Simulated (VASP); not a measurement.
Calculation: AM05 GGA, VASP's PBE PAW potentials (set 64) (plane waves; VASP).

A VASP calculation is set up with these files.

### KPOINTS
```
k-points along high-symmetry lines
15
Line-mode
Reciprocal
  0.000000   0.000000   0.000000 ! GAMMA
 -0.500000  -0.500000   0.000000 ! X

 -0.500000  -0.500000   0.000000 ! X
 -0.375000  -0.375000   0.250000 ! U

 -0.375000  -0.000000   0.375000 ! K
  0.000000   0.000000   0.000000 ! GAMMA

  0.000000   0.000000   0.000000 ! GAMMA
 -0.000000   0.000000   0.500000 ! L

 -0.000000   0.000000   0.500000 ! L
 -0.500000  -0.250000   0.250000 ! W

 -0.500000  -0.250000   0.250000 ! W
 -0.500000  -0.500000   0.000000 ! X
```

**POSCAR**
```
GaP
3.8482060
  0.0000000000   0.7071068348   0.7071068348
  0.7071068348   0.0000000000   0.7071068348
  0.7071068348   0.7071068348   0.0000000000
Ga P
1 1
Cart
  0.0000000000   0.0000000000   0.0000000000
  0.3535534174   0.3535534174   0.3535534174
```

**INCAR**
```
# general
SYSTEM  = GaP
PREC    = Accurate
ENCUT   = 520
LREAL   = F
LASPH   = T
ICHARG  = 11

# electronic loop
EDIFF   = 1E-7
NELM    = 100
ALGO    = Normal
LMAXMIX = 4

# smearing
ISMEAR  = 0
SIGMA   = 0.05

# functional
GGA     = AM

# output
LWAVE   = F
LCHARG  = F
LORBIT  = 11
```

POTCAR, in this order: Ga_d P (PBE.64 set). Program: vasp_std. Read from the step before: CHGCAR.

Output of the run:

**OUTCAR**
```
 ion  position               nearest neighbor table
   1  0.000  0.000  0.000-   2 2.36   2 2.36   2 2.36   2 2.36
   2  0.250  0.250  0.250-   1 2.36   1 2.36   1 2.36   1 2.36
  LATTYP: Found a face centered cubic cell.
 ALAT       =     5.4421855290
 Subroutine PRICEL returns:
 Original cell was already a primitive cell.
 Subroutine GETGRP returns: Found 24 space group operations
The static configuration has the point symmetry T_d .
The dynamic configuration has the point symmetry T_d .
 Subroutine INISYM returns: Found 24 space group operations
   k-points           NKPTS =     90   k-points in BZ     NKDIM =     90   number of bands    NBANDS=     13
   number of dos      NEDOS =    301   number of ions     NIONS =      2
   total plane-waves  NPLWV =  27000
   dimension x,y,z NGX =    30 NGY =   30 NGZ =   30
   dimension x,y,z NGXF=    60 NGYF=   60 NGZF=   60
   ions per type =               1   1
   PREC   = accura    normal or accurate (medium, high low for compatibility)
   ISTART =      0    job   : 0-new  1-cont  2-samecut
   ICHARG =     11    charge: 1-file 2-atom 10-const
   ISPIN  =      1    spin polarized calculation?
   LNONCOLLINEAR =      F non collinear calculations
   LSORBIT =      F    spin-orbit coupling
   INIWAV =      1    electr: 0-lowe 1-rand  2-diag
   ENCUT  =  520.0 eV  38.22 Ry    6.18 a.u.   7.16  7.16  7.16*2*pi/ulx,y,z
...
```

OSZICAR:
```
       N       E                     dE             d eps       ncg     rms          rms(c)
DAV:   1     0.818163704271E+02    0.81816E+02   -0.95322E+03  2372   0.200E+03
DAV:   2    -0.129794768333E+01   -0.83114E+02   -0.79754E+02  2550   0.338E+02
DAV:   3    -0.782389830449E+01   -0.65260E+01   -0.62459E+01  2925   0.745E+01
DAV:   4    -0.794699279672E+01   -0.12309E+00   -0.12297E+00  2886   0.110E+01
DAV:   5    -0.794992815195E+01   -0.29354E-02   -0.29351E-02  2965   0.142E+00
DAV:   6    -0.795006214609E+01   -0.13399E-03   -0.13399E-03  3346   0.271E-01
DAV:   7    -0.795006321382E+01   -0.10677E-05   -0.10678E-05  2954   0.228E-02
DAV:   8    -0.795006323318E+01   -0.19358E-07   -0.19333E-07  2452   0.322E-03
   1 F= -.79500632E+01 E0= -.79500632E+01  d E =-.113350E-15
```

### OUTCAR
```
 val. band max:        4.6619445632   @ k =   0.0000   0.0000   0.0000

 cond. band min:       6.2029875854   @ k =  -0.4286  -0.4286   0.0000



 k-point     1 :       0.0000    0.0000    0.0000
  band No.  band energies     occupation
      1      -9.9252      2.00000
      2      -9.9252      2.00000
      3      -9.9252      2.00000
      4      -9.8247      2.00000
      5      -9.8247      2.00000
      6      -7.8635      2.00000
      7       4.6619      2.00000
      8       4.6619      2.00000
      9       4.6619      2.00000
     10       6.5318      0.00000
     11       8.5005      0.00000
     12       8.5005      0.00000
     13       8.5005      0.00000

 k-point     2 :      -0.0357   -0.0357    0.0000
  band No.  band energies     occupation
      1      -9.9272      2.00000
      2      -9.9244      2.00000
      3      -9.9244      2.00000
      4      -9.8250      2.00000
      5      -9.8244      2.00000
      6      -7.8410      2.00000
      7       4.4526      2.00000
      8       4.5941      2.00000
      9       4.5941      2.00000
     10       6.7320      0.00000
     11       8.4372      0.00000
     12       8.5929      0.00000
     13       8.5929      0.00000

 k-point     3 :      -0.0714   -0.0714    0.0000
  band No.  band energies     occupation
      1      -9.9331      2.00000
      2      -9.9220      2.00000
      3      -9.9220      2.00000
      4      -9.8260      2.00000
      5      -9.8236      2.00000
      6      -7.7739      2.00000
      7       3.9810      2.00000
      8       4.4093      2.00000
      9       4.4093      2.00000
     10       7.1623      0.00000
     11       8.2738      0.00000
     12       8.8513      0.00000
     13       8.8513      0.00000

 k-point     4 :      -0.1071   -0.1071    0.0000
  band No.  band energies     occupation
      1      -9.9422      2.00000
      2      -9.9182      2.00000
      3      -9.9182      2.00000
      4      -9.8277      2.00000
...
```

The density is held fixed in this step, so its total energy and stress have no physical meaning.

The compound is GaP in the zinc blende structure. It was relaxed first.
